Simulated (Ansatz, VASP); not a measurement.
## Cross-check of P4S9 (P4S9 (P2_1/c)) between VASP and Ansatz

One calculation is typed for both programs; each brings its own data sets. How far apart do they land? The structure shown is the start of the Ansatz relaxation below; VASP solves that cell, so the two are compared at the walk's first step.

Method: plane waves, with VASP 6.6.1 beside it; single point at PBEsol, in Ansatz 0.2.0.

## (1) Starting point

The cell holds 52 atoms: 16 P and 36 S. Cell: a = 8.826 Å, b = 13.032 Å, c = 13.551 Å, α = 90.0°, β = 114.2°, γ = 90.0°.

## (2) Ansatz: relaxation, PBEsol

Ansatz runs on its default PAW (the set named soft_2) files.

The two programs are compared at the cell with which this relaxation starts, whose forces are those of its first step.

File input.yaml:

```yaml
crystal:
  lattice:
    - [8.8258611, 0.0, 0.0]
    - [0.0, 13.031824, 0.0]
    - [-5.5627249, 0.0, 12.356831]
  atoms:
    - { symbol: P, position: [0.92050885, 0.80782697, 0.52801762] }
    - { symbol: P, position: [0.07949115, 0.30782697, 0.97198238] }
    - { symbol: P, position: [0.07949115, 0.19217303, 0.47198238] }
    - { symbol: P, position: [0.92050885, 0.69217303, 0.02801762] }
    - { symbol: P, position: [0.51367174, 0.76456917, 0.48980338] }
    - { symbol: P, position: [0.48632826, 0.26456917, 0.01019662] }
    - { symbol: P, position: [0.48632826, 0.23543083, 0.51019662] }
    - { symbol: P, position: [0.51367174, 0.73543083, 0.98980338] }
    - { symbol: P, position: [0.70790815, 0.59397729, 0.38563291] }
    - { symbol: P, position: [0.29209185, 0.09397729, 0.11436709] }
    - { symbol: P, position: [0.29209185, 0.40602271, 0.61436709] }
    - { symbol: P, position: [0.70790815, 0.90602271, 0.88563291] }
    - { symbol: P, position: [0.82437189, 0.60741149, 0.66055904] }
    - { symbol: P, position: [0.17562811, 0.10741149, 0.83944096] }
    - { symbol: P, position: [0.17562811, 0.39258851, 0.33944096] }
    - { symbol: P, position: [0.82437189, 0.89258851, 0.16055904] }
    - { symbol: S, position: [0.4809943, 0.66582112, 0.35969235] }
    - { symbol: S, position: [0.5190057, 0.16582112, 0.14030765] }
    - { symbol: S, position: [0.5190057, 0.33417888, 0.64030765] }
    - { symbol: S, position: [0.4809943, 0.83417888, 0.85969235] }
    - { symbol: S, position: [0.99886551, 0.72021445, 0.67161764] }
    - { symbol: S, position: [0.00113449, 0.22021445, 0.82838236] }
    - { symbol: S, position: [0.00113449, 0.27978555, 0.32838236] }
    - { symbol: S, position: [0.99886551, 0.77978555, 0.17161764] }
    - { symbol: S, position: [0.89353647, 0.52781472, 0.79058524] }
    - { symbol: S, position: [0.10646353, 0.02781472, 0.70941476] }
    - { symbol: S, position: [0.10646353, 0.47218528, 0.20941476] }
    - { symbol: S, position: [0.89353647, 0.97218528, 0.29058524] }
    - { symbol: S, position: [0.88549667, 0.70496961, 0.39998894] }
    - { symbol: S, position: [0.11450333, 0.20496961, 0.10001106] }
    - { symbol: S, position: [0.11450333, 0.29503039, 0.60001106] }
    - { symbol: S, position: [0.88549667, 0.79503039, 0.89998894] }
    - { symbol: S, position: [0.78987269, 0.50882111, 0.53041418] }
    - { symbol: S, position: [0.21012731, 0.00882111, 0.96958582] }
    - { symbol: S, position: [0.21012731, 0.49117889, 0.46958582] }
    - { symbol: S, position: [0.78987269, 0.99117889, 0.03041418] }
    - { symbol: S, position: [0.67613765, 0.50400802, 0.26782891] }
    - { symbol: S, position: [0.32386235, 0.00400802, 0.23217109] }
    - { symbol: S, position: [0.32386235, 0.49599198, 0.73217109] }
    - { symbol: S, position: [0.67613765, 0.99599198, 0.76782891] }
    - { symbol: S, position: [0.59658285, 0.67850064, 0.63353587] }
    - { symbol: S, position: [0.40341715, 0.17850064, 0.86646413] }
    - { symbol: S, position: [0.40341715, 0.32149936, 0.36646413] }
    - { symbol: S, position: [0.59658285, 0.82149936, 0.13353587] }
    - { symbol: S, position: [0.68938378, 0.875786, 0.50057864] }
    - { symbol: S, position: [0.31061622, 0.375786, 0.99942136] }
    - { symbol: S, position: [0.31061622, 0.124214, 0.49942136] }
    - { symbol: S, position: [0.68938378, 0.624214, 0.00057864] }
    - { symbol: S, position: [0.30548791, 0.82664593, 0.46703799] }
    - { symbol: S, position: [0.69451209, 0.32664593, 0.03296201] }
    - { symbol: S, position: [0.69451209, 0.17335407, 0.53296201] }
    - { symbol: S, position: [0.30548791, 0.67335407, 0.96703799] }
basis:
  ecutwfc: 420
  xc_grid: 2
hamiltonian:
  xc: pbesol
kpoints:
  mp_grid: { grid: [4, 2, 3] }
scf:
  occupations: { method: fermi_dirac, width: 0.01 }
  max_iter: 150
output:
  forces: true
  stress: true
relax:
  f_tol: 0.01
  max_steps: 60
  cell: {}
checkpoint:
  write: "../pbesol.run"
  compress: false
  write_wavefunctions: false
  write_every: 100000
```

The run is started by

```
$ ansatz run input.yaml --threads 4 --pin off --max-ram 6594MiB --backend cpu --events-out ev --progress --plain --runs-dir out
```

Numbers of over 12 decimals in the logs are rounded to 6 here.

The program printed:

```text
Engine: ansatz 0.2.0, x86_64-unknown-linux-gnu
Pseudopotentials: kind: paw
Pseudopotential: P, paw, valence charge 5, recommended cutoff 420 eV (normal), P.paw.azcp
Pseudopotential: S, paw, valence charge 6, recommended cutoff 420 eV (normal), S.paw.azcp
Functional definition: PBEsol
  exchange = pbesol_x
  correlation = pbesol_c
Crystal: 52 atoms, lattice volume = 1421.246 Å³
Basis set: ecut = 420 eV, 27789 PW (Γ), exchange–correlation on 120×180×192 points (8 copies of the dense FFT grid, shifted against one another)
Bands: 200, of which v1, the nominal top of the filled ones, is band 148 counted from 1 (147 counted from 0)
Symmetry: 4 space group operations
Space group: P21/c (ITA 14), of the structure as read, at distance tolerance 1.1e-4 Å
k-points: 14 of 24
Non-local potential: P, projectors of the file, l = 0: 2, l = 1: 2, l = 2: 2
Non-local potential: S, projectors of the file, l = 0: 2, l = 1: 2, l = 2: 2
PAW form: soft (Blöchl's): semilocal exchange-correlation on the pseudo side does not see the compensation charge
PAW frozen core: P, regenerated for the run's functional, and the local potential with it (the file was generated under x = pbe(κ = 0.804, μ = 0.219515), c = pbe(β = 0.066725))
PAW frozen core: S, regenerated for the run's functional, and the local potential with it (the file was generated under x = pbe(κ = 0.804, μ = 0.219515), c = pbe(β = 0.066725))
PAW one-centre angular grid: P, 110 points (default); XC on 64 Gauss nodes
PAW one-centre angular grid: S, 110 points (default); XC on 64 Gauss nodes
Initial density: superposition of atomic densities (neutral atoms: chi_scale 0, normalization atom), corrected by the library's trained network
Initial wavefunctions: pseudopotential atomic-orbital guess
Functional: x = pbesol(κ = 0.804, μ = 0.123457), c = pbesol(β = 0.046)
SCF iter   1: F=—  HF=-43705.531746 eV  |F-HF|=—  |Δ(HF+E_count)|=         —  Δρ=4.13e-3  dr2=3.32e-1  ethr=1.77e-3  ⟨swp⟩=8.1  Hψ=15038  notcnv=0  defer=7
preconditioner: auto → Resta (q_TF=auto, 2.101 Å⁻¹)  ε∞=4.0  [insulator: Δε(μ)=2.672 eV  Ē_g=9.797 eV  σ=0.010 eV  W_gap=1.00  n_scr=228 (ndim 8)  ℏωp=16.9 eV  f_vac=0.089  D(μ)=0.00/eV (n_scr^D=0)  ε∞_Penn≈4.0]
SCF iter   2: F=—  HF=-43705.471636 eV  |F-HF|=—  |Δ(HF+E_count)|=   6.01e-2  Δρ=1.87e-3  dr2=6.11e-2  ethr=1.12e-4  ⟨swp⟩=2.7  Hψ=4684  notcnv=0  defer=610
SCF iter   3: F=—  HF=-43705.473862 eV  |F-HF|=—  |Δ(HF+E_count)|=   2.23e-3  Δρ=5.02e-4  dr2=5.93e-3  ethr=2.06e-5  ⟨swp⟩=2.6  Hψ=3832  notcnv=0  defer=612
SCF iter   4: F=—  HF=-43705.476290 eV  |F-HF|=—  |Δ(HF+E_count)|=   2.43e-3  Δρ=1.84e-4  dr2=1.18e-3  ethr=2.00e-6  ⟨swp⟩=2.0  Hψ=4248  notcnv=0  defer=612
SCF iter   5: F=—  HF=-43705.476660 eV  |F-HF|=—  |Δ(HF+E_count)|=   3.70e-4  Δρ=8.25e-5  dr2=1.80e-4  ethr=4.00e-7  ⟨swp⟩=2.2  Hψ=3934  notcnv=0  defer=612
SCF iter   6: F=—  HF=-43705.476822 eV  |F-HF|=—  |Δ(HF+E_count)|=   1.62e-4  Δρ=2.78e-5  dr2=3.06e-5  ethr=6.08e-8  ⟨swp⟩=3.4  Hψ=5255  notcnv=0  defer=612
SCF iter   7: F=—  HF=-43705.476576 eV  |F-HF|=—  |Δ(HF+E_count)|=   2.46e-4  Δρ=9.01e-6  dr2=2.04e-6  ethr=1.03e-8  ⟨swp⟩=2.0  Hψ=3650  notcnv=0  defer=612
SCF iter   8: F=—  HF=-43705.476580 eV  |F-HF|=—  |Δ(HF+E_count)|=   3.42e-6  Δρ=3.32e-6  dr2=3.61e-7  ethr=6.90e-10  ⟨swp⟩=2.1  Hψ=4151  notcnv=0  defer=612
SCF iter   9: F=-43705.476580 eV  HF=-43705.476580 eV  |F-HF|=1.48e-8  |Δ(HF+E_count)|=   2.24e-7  Δρ=1.33e-6  dr2=5.55e-8  ethr=3.38e-11  ⟨swp⟩=5.0  Hψ=9719  notcnv=0
SCF 1 converged in 9 iterations: F = -43705.476580 eV  dr2 = 5.55e-8
  greatest PAW one-centre occupation: 0.870 electrons in one spin orbital (limit 2), on the S atom at site 39 (counted from 0), in its partial waves of l = 0
relax step   1: F+E_penalty+E_count = -43705.47657979 eV  Δ(F+E_penalty+E_count) = +0.000e0 eV  max|allowed force component| = 3.494e-1 eV/Å  Δτ_max = 0.0000 Å  P = +0.573 GPa  Ω = 1421.246 Å³  (9 SCF iters, dr2 threshold 1.00e-7 eV, accepted)
Crystal: 52 atoms, lattice volume = 1382.257 Å³
Basis set: ecut = 420 eV, 27039 PW (Γ), exchange–correlation on 120×180×192 points (8 copies of the dense FFT grid, shifted against one another)
Initial density: handed on by an earlier stage of this run
Initial wavefunctions: those handed on with the density
iter 1 solved again at ethr=8.76e-5 eV; its pass at ethr=3.10e-3 eV (dr2=2.59e-1 eV) is discarded
SCF iter   1: F=—  HF=-43705.614074 eV  |F-HF|=—  |Δ(HF+E_count)|=         —  Δρ=4.75e-3  dr2=2.40e-1  ethr=8.76e-5  ⟨swp⟩=3.9  Hψ=14807  notcnv=0
preconditioner: auto → Resta (q_TF=auto, 2.110 Å⁻¹)  ε∞=4.1  [insulator: Δε(μ)=2.550 eV  Ē_g=9.774 eV  σ=0.010 eV  W_gap=1.00  n_scr=216 (ndim 8)  ℏωp=17.2 eV  f_vac=0.069  D(μ)=0.00/eV (n_scr^D=0)  ε∞_Penn≈4.1]
SCF iter   2: F=—  HF=-43705.572325 eV  |F-HF|=—  |Δ(HF+E_count)|=   4.17e-2  Δρ=2.36e-3  dr2=3.72e-2  ethr=8.12e-5  ⟨swp⟩=2.5  Hψ=4516  notcnv=0
[...]
SCF converged after 5 iterations
Free energy (F): -43705.618582 eV
Harris-Foulkes:  -43705.618582 eV  (|F-HF|=2.04e-10)
Internal energy: -43705.618582 eV  (E = F + TS)
E sigma→0 (E₀):  -43705.618582 eV
Fermi energy:    3.526667 eV
--- Per-component energies (eV) ---
  E_band       = -1050.222671
  E_kinetic    = 4981.467260
  E_local      = -10165.474112  (includes V_loc(G=0)·N_el)
  E_nonlocal   = 1570.767613
  E_hartree    = 3482.130820
  E_xc         = -4425.560566
  E_vxc        = -4099.760485  (∫ρ·V_xc dr)
  E_paw        = -29894.129321  (= ΣΔE_a)
  E_vpaw       = -301.484699  (= ΣTr[D̂ρ^β])
  E_aug_tail   = 0.000114  (compensation charges beyond the density's cutoff)
  E_ewald      = -9257.788102
  E_core_change = 2.967712  (= ΣΔE_core)
  E_smearing   = -0.000000  (= −TS)
  E_closure    = 0.000000  (closes the sum)
  Σ components = -43705.618582   (vs F -43705.618582, Δ=0.00e0)
--- Forces (eV/Å), atoms counted from 1 ---
  atom   1  P      0.00090193     0.00003952    -0.00068634
  atom   2  P     -0.00090193     0.00003952     0.00068634
  atom   3  P     -0.00090193    -0.00003952     0.00068634
  atom   4  P      0.00090193    -0.00003952    -0.00068634
  atom   5  P      0.00332736     0.00045110     0.00062621
  atom   6  P     -0.00332736     0.00045110    -0.00062621
  atom   7  P     -0.00332736    -0.00045110    -0.00062621
  atom   8  P      0.00332736    -0.00045110     0.00062621
  atom   9  P      0.00086563     0.00458912    -0.00070292
  atom  10  P     -0.00086563     0.00458912     0.00070292
  atom  11  P     -0.00086563    -0.00458912     0.00070292
  atom  12  P      0.00086563    -0.00458912    -0.00070292
  atom  13  P     -0.00056266     0.00422171    -0.00254163
  atom  14  P      0.00056266     0.00422171     0.00254163
  atom  15  P      0.00056266    -0.00422171     0.00254163
  atom  16  P     -0.00056266    -0.00422171    -0.00254163
  atom  17  S      0.00177578    -0.00182666     0.00101188
  atom  18  S     -0.00177578    -0.00182666    -0.00101188
  atom  19  S     -0.00177578     0.00182666    -0.00101188
  atom  20  S      0.00177578     0.00182666     0.00101188
  atom  21  S      0.00131960    -0.00179038     0.00030801
  atom  22  S     -0.00131960    -0.00179038    -0.00030801
  atom  23  S     -0.00131960     0.00179038    -0.00030801
  atom  24  S      0.00131960     0.00179038     0.00030801
[...]
atom  45  S     -0.00375406    -0.00125056    -0.00033358
  atom  46  S      0.00375406    -0.00125056     0.00033358
  atom  47  S      0.00375406     0.00125056     0.00033358
  atom  48  S     -0.00375406     0.00125056    -0.00033358
  atom  49  S     -0.00227932     0.00211686    -0.00020690
  atom  50  S      0.00227932     0.00211686     0.00020690
  atom  51  S      0.00227932    -0.00211686     0.00020690
  atom  52  S     -0.00227932    -0.00211686    -0.00020690
  max |Σ_I F_I| component: 1.73e-18 eV/Å
--- Stress (GPa, compression-positive) ---
        0.012016       0.000000      -0.003650
        0.000000      -0.004516       0.000000
       -0.003650       0.000000      -0.001610
  P = ⅓ Tr σ = 0.0020 GPa (0.020 kbar)
--- Relaxed structure (16 steps of the walk, 14 accepted, 1 SCFs on fresh bases) ---
  F+E_penalty+E_count = -43705.61858227 eV   max|allowed force component| = 4.589e-3 eV/Å   (the final SCF, on the basis selected at the relaxed cell)
  cell:  # Å, volume = 1370.1549 Å³
    - [9.094550, 0, -0.00114103]
    - [0, 12.375573, 0]
    - [-5.733671, 0, 12.174434]
  atoms:
    - { symbol: P, position: [0.898000, 0.822629, 0.525667] }
    - { symbol: P, position: [0.102000, 0.322629, 0.974333] }
    - { symbol: P, position: [0.102000, 0.177371, 0.474333] }
    - { symbol: P, position: [0.898000, 0.677371, 0.025667] }
    - { symbol: P, position: [0.505364, 0.756813, 0.482597] }
    - { symbol: P, position: [0.494636, 0.256813, 0.017403] }
    - { symbol: P, position: [0.494636, 0.243187, 0.517403] }
    - { symbol: P, position: [0.505364, 0.743187, 0.982597] }
    - { symbol: P, position: [0.717608, 0.583909, 0.391615] }
    - { symbol: P, position: [0.282392, 0.083909, 0.108385] }
    - { symbol: P, position: [0.282392, 0.416091, 0.608385] }
    - { symbol: P, position: [0.717608, 0.916091, 0.891615] }
    - { symbol: P, position: [0.825333, 0.609467, 0.666919] }
    - { symbol: P, position: [0.174667, 0.109467, 0.833081] }
    - { symbol: P, position: [0.174667, 0.390533, 0.333081] }
    - { symbol: P, position: [0.825333, 0.890533, 0.166919] }
    - { symbol: S, position: [0.485999, 0.648471, 0.356746] }
    - { symbol: S, position: [0.514001, 0.148471, 0.143254] }
    - { symbol: S, position: [0.514001, 0.351529, 0.643254] }
    - { symbol: S, position: [0.485999, 0.851529, 0.856746] }
    - { symbol: S, position: [0.983123, 0.735959, 0.676126] }
    - { symbol: S, position: [0.016877, 0.235959, 0.823874] }
    - { symbol: S, position: [0.016877, 0.264041, 0.323874] }
    - { symbol: S, position: [0.983123, 0.764041, 0.176126] }
    - { symbol: S, position: [0.902306, 0.531131, 0.804700] }
    - { symbol: S, position: [0.097694, 0.031131, 0.695300] }
    - { symbol: S, position: [0.097694, 0.468869, 0.195300] }
    - { symbol: S, position: [0.902306, 0.968869, 0.304700] }
    - { symbol: S, position: [0.876440, 0.709407, 0.401613] }
    - { symbol: S, position: [0.123560, 0.209407, 0.098387] }
    - { symbol: S, position: [0.123560, 0.290593, 0.598387] }
    - { symbol: S, position: [0.876440, 0.790593, 0.901613] }
    - { symbol: S, position: [0.805110, 0.499794, 0.542262] }
    - { symbol: S, position: [0.194890, -0.00020579, 0.957738] }
    - { symbol: S, position: [0.194890, 0.500206, 0.457738] }
    - { symbol: S, position: [0.805110, 1.000206, 0.042262] }
    - { symbol: S, position: [0.699338, 0.485093, 0.276754] }
    - { symbol: S, position: [0.300662, -0.014907, 0.223246] }
    - { symbol: S, position: [0.300662, 0.514907, 0.723246] }
    - { symbol: S, position: [0.699338, 1.014907, 0.776754] }
[...]
- { symbol: S, position: [0.662607, 0.882979, 0.490835] }
    - { symbol: S, position: [0.337393, 0.382979, 1.009165] }
    - { symbol: S, position: [0.337393, 0.117021, 0.509165] }
    - { symbol: S, position: [0.662607, 0.617021, -0.00916479] }
    - { symbol: S, position: [0.292332, 0.813068, 0.451044] }
    - { symbol: S, position: [0.707668, 0.313068, 0.048956] }
    - { symbol: S, position: [0.707668, 0.186932, 0.548956] }
    - { symbol: S, position: [0.292332, 0.686932, 0.951044] }
```

Reading the cycles: dr2 is the Hartree energy of the density residual (eV), the measure of convergence; HF is the Harris–Foulkes estimate of the energy, which meets the free energy F at convergence.

[end of part 1 of 2]

[Lines on the potential files, build, host, timing and source positions are cut from VASP's logs without a mark.]

[Logs are printed without paths, hosts, clocks, repeated set-up lines and the standing remarks that a program may print on its own settings, such as how far it seeks lower states.]

[Hosts, paths, dates, database ids (printed as entryN), source tags and the programs' standing remarks are cut or masked in the printed files.]
